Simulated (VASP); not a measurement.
# Si63Te (a cell with a defect) in VASP: relaxation of the atoms with LDA

Aim: the relaxation of the atoms of Si63Te (a cell with a defect) with LDA.

Everything below comes from runs of VASP 6.6.1. Logs are shortened: lines on timing, memory, paths and dates and some standing lists are left out, and cuts for length are marked.

### Step 1. The crystal as given

The cell holds a defect, 64 atoms: a = 10.808 Å, b = 10.808 Å, c = 10.808 Å, α = 90.00°, β = 90.00°, γ = 90.00°.

The cell was built by a generator and needn't be a form met in nature.

### Step 2. Relaxation of the atoms, LDA

Input file INCAR:

```
ALGO     = Normal         # electronic algorithm
EDIFF    = 1E-6           # SCF threshold, eV
EDIFFG   = -0.005         # ionic threshold
ENCUT    = 350            # plane-wave cutoff, eV
IBRION   = 2              # ionic algorithm
ISIF     = 2              # what is computed and relaxed
ISMEAR   = 0              # smearing method
LASPH    = T              # aspherical terms in the spheres
LCHARG   = F              # write CHGCAR
LREAL    = F              # projectors in reciprocal space
LWAVE    = F              # write WAVECAR
NELM     = 100            # most SCF steps
NSW      = 40             # ionic steps
PREC     = Accurate       # precision mode
SIGMA    = 0.02           # smearing width, eV
```

Input file KPOINTS:

```
k-points
0
Gamma
  2 2 2
```

Input file POSCAR:

```
Si63Te
1.0
   10.8080000000      0.0000000000      0.0000000000
    0.0000000000     10.8080000000      0.0000000000
    0.0000000000      0.0000000000     10.8080000000
Si Te
63 1
Direct
    0.0000000000      0.2500000000      0.2500000000
    0.2500000000      0.0000000000      0.2500000000
    0.2500000000      0.2500000000      0.0000000000
    0.1250000000      0.1250000000      0.1250000000
    0.1250000000      0.3750000000      0.3750000000
    0.3750000000      0.1250000000      0.3750000000
    0.3750000000      0.3750000000      0.1250000000
    0.0000000000      0.0000000000      0.5000000000
    0.0000000000      0.2500000000      0.7500000000
    0.2500000000      0.0000000000      0.7500000000
    0.2500000000      0.2500000000      0.5000000000
    0.1250000000      0.1250000000      0.6250000000
    0.1250000000      0.3750000000      0.8750000000
    0.3750000000      0.1250000000      0.8750000000
    0.3750000000      0.3750000000      0.6250000000
    0.0000000000      0.5000000000      0.0000000000
    0.0000000000      0.7500000000      0.2500000000
    0.2500000000      0.5000000000      0.2500000000
    0.2500000000      0.7500000000      0.0000000000
    0.1250000000      0.6250000000      0.1250000000
    0.1250000000      0.8750000000      0.3750000000
    0.3750000000      0.6250000000      0.3750000000
    0.3750000000      0.8750000000      0.1250000000
    0.0000000000      0.5000000000      0.5000000000
    0.0000000000      0.7500000000      0.7500000000
    0.2500000000      0.5000000000      0.7500000000
    0.2500000000      0.7500000000      0.5000000000
    0.1250000000      0.6250000000      0.6250000000
    0.1250000000      0.8750000000      0.8750000000
    0.3750000000      0.6250000000      0.8750000000
    0.3750000000      0.8750000000      0.6250000000
    0.5000000000      0.0000000000      0.0000000000
    0.5000000000      0.2500000000      0.2500000000
    0.7500000000      0.0000000000      0.2500000000
    0.7500000000      0.2500000000      0.0000000000
    0.6250000000      0.1250000000      0.1250000000
    0.6250000000      0.3750000000      0.3750000000
    0.8750000000      0.1250000000      0.3750000000
    0.8750000000      0.3750000000      0.1250000000
    0.5000000000      0.0000000000      0.5000000000
    0.5000000000      0.2500000000      0.7500000000
    0.7500000000      0.0000000000      0.7500000000
    0.7500000000      0.2500000000      0.5000000000
    0.6250000000      0.1250000000      0.6250000000
    0.6250000000      0.3750000000      0.8750000000
    0.8750000000      0.1250000000      0.8750000000
    0.8750000000      0.3750000000      0.6250000000
    0.5000000000      0.5000000000      0.0000000000
    0.5000000000      0.7500000000      0.2500000000
    0.7500000000      0.5000000000      0.2500000000
    0.7500000000      0.7500000000      0.0000000000
    0.6250000000      0.6250000000      0.1250000000
    0.6250000000      0.8750000000      0.3750000000
    0.8750000000      0.6250000000      0.3750000000
    0.8750000000      0.8750000000      0.1250000000
    0.5000000000      0.5000000000      0.5000000000
    0.5000000000      0.7500000000      0.7500000000
    0.7500000000      0.5000000000      0.7500000000
    0.7500000000      0.7500000000      0.5000000000
    0.6250000000      0.6250000000      0.6250000000
    0.6250000000      0.8750000000      0.8750000000
    0.8750000000      0.6250000000      0.8750000000
    0.8750000000      0.8750000000      0.6250000000
    0.0000000000      0.0000000000      0.0000000000
```

Potentials or basis: VASP PAW LDA potentials, release 64 (Si, Te).

Run with:

```
$ cat potpaw_LDA.64/Si/POTCAR potpaw_LDA.64/Te/POTCAR > POTCAR
$ mpirun -np 4 vasp_std > vasp.out
```

OUTCAR:

```text
EDIFF = 1E-6
   EDIFFG = -0.005
   ENCUT = 350
   IBRION = 2
   ISIF = 2
   ISMEAR = 0
   LASPH = T
   LREAL = F
   NELM = 100
   NSW = 40
   PREC = Accurate

 ion  position               nearest neighbor table
   1  0.000  0.250  0.250-   4 2.34   5 2.34  38 2.34  39 2.34
   2  0.250  0.000  0.250-   4 2.34   6 2.34  21 2.34  23 2.34
   3  0.250  0.250  0.000-   4 2.34   7 2.34  13 2.34  14 2.34
   4  0.125  0.125  0.125-   1 2.34   2 2.34   3 2.34  64 2.34
   5  0.125  0.375  0.375-   1 2.34  11 2.34  18 2.34  24 2.34
   6  0.375  0.125  0.375-   2 2.34  11 2.34  33 2.34  40 2.34
[... 56 lines left out ...]
  63  0.875  0.875  0.625-   8 2.34  25 2.34  42 2.34  59 2.34
  64  0.000  0.000  0.000-   4 2.34  29 2.34  46 2.34  55 2.34

  LATTYP: Found a simple cubic cell.
 ALAT       =    10.8080000000

  Lattice vectors:

 A1 = (  10.8080000000,   0.0000000000,   0.0000000000)
 A2 = (   0.0000000000,  10.8080000000,   0.0000000000)
 A3 = (   0.0000000000,   0.0000000000,  10.8080000000)

Analysis of symmetry for initial positions (statically):
=====================================================================
 Subroutine PRICEL returns:
 Original cell was already a primitive cell.

 Routine SETGRP: Setting up the symmetry group for a
 simple cubic supercell.

 Subroutine GETGRP returns: Found 24 space group operations
 (whereof 24 operations were pure point group operations)
 out of a pool of 48 trial point group operations.

The static configuration has the point symmetry T_d .

Analysis of symmetry for dynamics (positions and initial velocities):
=====================================================================
 Subroutine PRICEL returns:
 Original cell was already a primitive cell.

 Routine SETGRP: Setting up the symmetry group for a
 simple cubic supercell.

 Subroutine GETGRP returns: Found 24 space group operations
 (whereof 24 operations were pure point group operations)
 out of a pool of 48 trial point group operations.

The dynamic configuration has the point symmetry T_d .

 Subroutine INISYM returns: Found 24 space group operations
 (whereof 24 operations are pure point group operations),
 and found     1 'primitive' translations

----------------------------------------------------------------------------------------

                                     Primitive cell

  volume of cell :    1262.5134

  direct lattice vectors                    reciprocal lattice vectors
    10.808000000  0.000000000  0.000000000     0.092524056  0.000000000  0.000000000
     0.000000000 10.808000000  0.000000000     0.000000000  0.092524056  0.000000000
     0.000000000  0.000000000 10.808000000     0.000000000  0.000000000  0.092524056

  length of vectors
    10.808000000 10.808000000 10.808000000     0.092524056  0.092524056  0.092524056

  position of ions in fractional coordinates (direct lattice)
     0.000000000  0.250000000  0.250000000
     0.250000000  0.000000000  0.250000000
     0.250000000  0.250000000  0.000000000
     0.125000000  0.125000000  0.125000000
     0.125000000  0.375000000  0.375000000
     0.375000000  0.125000000  0.375000000
[... 56 lines left out ...]
     0.875000000  0.875000000  0.625000000
     0.000000000  0.000000000  0.000000000

  ion indices of the primitive-cell ions
   primitive index   ion index
                 1           1
                 2           2
                 3           3
                 4           4
[... 90 lines left out ...]
  0.500000  0.000000  0.000000      3.000000
  0.500000  0.500000  0.000000      3.000000
  0.500000  0.500000  0.500000      1.000000
   k-points           NKPTS =      4   k-points in BZ     NKDIM =      4   number of bands    NBANDS=    164
   number of dos      NEDOS =    301   number of ions     NIONS =     64
   total plane-waves  NPLWV = 343000
   dimension x,y,z NGX =    70 NGY =   70 NGZ =   70
   dimension x,y,z NGXF=   140 NGYF=  140 NGZF=  140
   ions per type =              63   1
   NGX,Y,Z   is equivalent  to a cutoff of  10.77, 10.77, 10.77 a.u.
   NGXF,Y,Z  is equivalent  to a cutoff of  21.53, 21.53, 21.53 a.u.
 SYSTEM =  unknown system
   PREC   = accura    normal or accurate (medium, high low for compatibility)
   ISTART =      0    job   : 0-new  1-cont  2-samecut
   ICHARG =      2    charge: 1-file 2-atom 10-const
   ISPIN  =      1    spin polarized calculation?
   LNONCOLLINEAR =      F non collinear calculations
   LSORBIT =      F    spin-orbit coupling
   LASPH  =      T    aspherical Exc in radial PAW
   ENCUT  =  350.0 eV  25.72 Ry    5.07 a.u.  16.49 16.49 16.49*2*pi/ulx,y,z
   NELM   =    100;   NELMIN=  2; NELMDL= -5     # of ELM steps
   EDIFF  = 0.1E-05   stopping-criterion for ELM
   LREAL  =      F    real-space projection
   EDIFFG = -.5E-02   stopping-criterion for IOM
   NSW    =     40    number of steps for IOM
   IBRION =      2    ionic relax: 0-MD 1-quasi-New 2-CG
   NFREE  =      1    steps in history (QN), initial steepest desc. (CG)
   ISIF   =      2    stress and relaxation
   ISYM   =      2    0-nonsym 1-usesym 2-fastsym
   POTIM  = 0.5000    time-step for ionic-motion
   TEBEG  =    0.0;   TEEND  =   0.0 temperature during run
   PSTRESS=    0.0 pullay stress
   NELECT =     258.0000    total number of electrons
   NUPDOWN=      -1.0000    fix difference up-down
   EMIN   =  10.00;   EMAX   =-10.00  energy-range for DOS
   EFERMI =   0.00;   METHOD = LEGACY
   ISMEAR =     0;   SIGMA  =   0.02  broadening in eV -4-tet -1-fermi 0-gaus
   EFERMI_NEDOS =   21; number of points for ismear=-14 and -15
   IALGO  =     38    algorithm
   IMIX   =      4    mixing-type and parameters
     AMIX     =   0.40;   BMIX     =  1.00
     AMIX_MAG =   1.60;   BMIX_MAG =  1.00
  volume/ion in A,a.u.               =      19.73       133.12
  Fermi-wavevector in a.u.,A,eV,Ry     =   0.964279  1.822223 12.651161  0.929834
  Thomas-Fermi vector in A             =   2.093897
   LORBIT       =      0    0 simple, 1 ext, 2 COOP (PROOUT), +10 PAW based schemes
   GGA     = CA    functional components
   LHFCALC =     F    Hartree Fock is set to
   AEXX    =    0.0000 exact exchange contribution
   IVDW    =     0    specifies the selected vdW correction
   LEPSILON=     F    determine dielectric tensor
   LRPA    =     F    only Hartree local field effects (RPA)
 conjugate gradient relaxation of ions
 non-spin polarized calculation
 Gauss-broadening in eV      SIGMA  =   0.02
  energy-cutoff  :      350.00
  volume of cell :     1262.51
 maximum number of plane-waves:     18805
 NGX is ok and might be reduce to    70
   NGX = 33   NGY = 33   NGZ = 33

--------------------------------------- Ionic step        1  -------------------------------------------

 number of electron     257.9999969 magnetization

 Free energy of the ion-electron system (eV)
  ---------------------------------------------------
  ext. energy  EPLUGINS =         0.00000000
  ---------------------------------------------------
  free energy    TOTEN  =      -375.81255909 eV

  energy without entropy =     -375.80739285  energy(sigma->0) =     -375.80997597

------------------------ aborting loop because EDIFF is reached ----------------------------------------

  FORCE on cell =-STRESS in cart. coord.  units (eV):
  Direction    XX          YY          ZZ          XY          YZ          ZX
  --------------------------------------------------------------------------------------
  -------------------------------------------------------------------------------------
  Total        6.4484841      6.4484841      6.4484841      0.0000000      0.0000000      0.0000000
  in kB        8.1833704      8.1833704      8.1833704      0.0000000      0.0000000      0.0000000
  external PRESSURE =       8.1833704 kB  Pullay stress =       0.0000000 kB
[... 275 lines left out ...]
  FREE ENERGIE OF THE ION-ELECTRON SYSTEM (eV)
  ---------------------------------------------------
  free  energy   TOTEN  =      -377.3877076723 eV

  energy  without entropy=     -377.3838511140  energy(sigma->0) =     -377.38577939

[... ionic steps 4 to 9 ...]

--------------------------------------- Ionic step       10  -------------------------------------------

 number of electron     257.9999952 magnetization

------------------------ aborting loop because EDIFF is reached ----------------------------------------
[... 191 lines left out ...]
--------------------------------------- Ionic step       12  -------------------------------------------

 number of electron     257.9999952 magnetization

 Free energy of the ion-electron system (eV)
  ---------------------------------------------------
  ext. energy  EPLUGINS =         0.00000000
  ---------------------------------------------------
  free energy    TOTEN  =      -377.57132168 eV

  energy without entropy =     -377.56746512  energy(sigma->0) =     -377.56939340

 E-fermi :   6.5404     XC(G=0):  -9.7002

 val. band max:        6.4317473675   @ k =   0.5000   0.0000   0.0000
 cond. band min:       6.5465364938   @ k =   0.0000   0.0000   0.0000
 fundamental gap:      0.1147891263
 Fermi energy:         6.5404450897

 k-point     1 :       0.0000    0.0000    0.0000
  band No.  band energies     occupation
      1      -7.1399      2.00000
      2      -5.8938      2.00000
      3      -5.0113      2.00000
      4      -5.0113      2.00000
      5      -5.0113      2.00000
      6      -4.9512      2.00000
[... 565 lines left out ...]
    140       7.4140      0.00000
    141       7.4278      0.00000
 [bands above 141 left out]

------------------------ aborting loop because EDIFF is reached ----------------------------------------

  FORCE on cell =-STRESS in cart. coord.  units (eV):
  Direction    XX          YY          ZZ          XY          YZ          ZX
  --------------------------------------------------------------------------------------
  -------------------------------------------------------------------------------------
  Total        4.2333116      4.2333116      4.2333116      0.0000000      0.0000000      0.0000000
  in kB        5.3722327      5.3722327      5.3722327      0.0000000      0.0000000      0.0000000
  external PRESSURE =       5.3722327 kB  Pullay stress =       0.0000000 kB
[... 79 lines left out ...]
  FREE ENERGIE OF THE ION-ELECTRON SYSTEM (eV)
  ---------------------------------------------------
  free  energy   TOTEN  =      -377.5713216785 eV

  energy  without entropy=     -377.5674651199  energy(sigma->0) =     -377.56939340

 reached required accuracy - stopping structural energy minimisation
```

Wall time 24 min (4 MPI ranks of Intel Xeon Platinum 8559C (Emerald Rapids), shared host); peak memory 0.31 GiB.

Results:

```
Free energy                  : -377.5713 eV
Energy gained by relaxing    : 27.5 meV/atom
Ionic steps                  : 12
Pressure after relaxing      : 0.5 GPa
Largest force after relaxing : 0.005 eV/Å
Band gap on the k mesh       : none (metal or under the smearing width)
```

Forces on the atoms (eV/Å):
```
Si   0.003  0.000  0.000
Si   0.000  0.003  0.000
Si   0.000  0.000  0.003
Si   0.000  0.000  0.000
Si   0.001  0.001  0.001
Si   0.001  0.001  0.001
Si   0.001  0.001  0.001
Si   0.000  0.000  0.000
Si  -0.003  0.000  0.000
Si   0.000 -0.003  0.000
Si  -0.003 -0.003  0.002
Si   0.001  0.001  0.000
Si   0.001  0.000 -0.001
Si   0.000  0.001 -0.001
Si  -0.001 -0.001  0.001
Si   0.000  0.000  0.000
Si  -0.003  0.000  0.000
Si  -0.003  0.002 -0.003
Si   0.000  0.000 -0.003
Si   0.001  0.000  0.001
Si   0.001 -0.001  0.000
Si  -0.001  0.001 -0.001
Si   0.000 -0.001  0.001
Si   0.000  0.000  0.000
Si   0.003  0.000  0.000
Si  -0.003 -0.002  0.003
Si  -0.003  0.003 -0.002
Si   0.001 -0.001 -0.001
Si   0.000  0.000  0.000
Si   0.001 -0.001 -0.001
Si   0.001 -0.001 -0.001
Si   0.000  0.000  0.000
Si   0.002 -0.003 -0.003
Si   0.000 -0.003  0.000
Si   0.000  0.000 -0.003
Si   0.000  0.001  0.001
Si   0.001 -0.001 -0.001
Si  -0.001  0.001  0.000
Si  -0.001  0.000  0.001
Si   0.000  0.000  0.000
Si  -0.002 -0.003  0.003
Si   0.000  0.003  0.000
Si   0.003 -0.003 -0.002
Si  -0.001  0.001 -0.001
Si  -0.001  0.001 -0.001
Si   0.000  0.000  0.000
Si  -0.001  0.001 -0.001
Si   0.000  0.000  0.000
Si  -0.002  0.003 -0.003
Si   0.003 -0.002 -0.003
Si   0.000  0.000  0.003
Si  -0.001 -0.001  0.001
Si  -0.001 -0.001  0.001
Si  -0.001 -0.001  0.001
Si   0.000  0.000  0.000
Si   0.000  0.000  0.000
Si   0.002  0.003  0.003
Si   0.003  0.002  0.003
Si   0.003  0.003  0.002
Si   0.001  0.001  0.001
Si   0.000 -0.001 -0.001
Si  -0.001  0.000 -0.001
Si  -0.001 -0.001  0.000
Te   0.000  0.000  0.000
```

Step by step:
```
step  energy change (eV)  largest force (eV/Å)  pressure (GPa)
   1              0.0000                3.5990            0.82
   2             -1.4703                0.7650            0.58
   3             -1.5751                0.5532            0.58
   4             -1.7154                0.1604            0.54
   5             -1.7268                0.2026            0.54
   6             -1.7525                0.0521            0.53
   7             -1.7539                0.0614            0.53
   8             -1.7577                0.0241            0.54
   9             -1.7580                0.0379            0.54
  10             -1.7586                0.0187            0.54
  11             -1.7587                0.0093            0.54
  12             -1.7588                0.0046            0.54
```

Spin-orbit coupling is left out, which matters for the levels of Te.
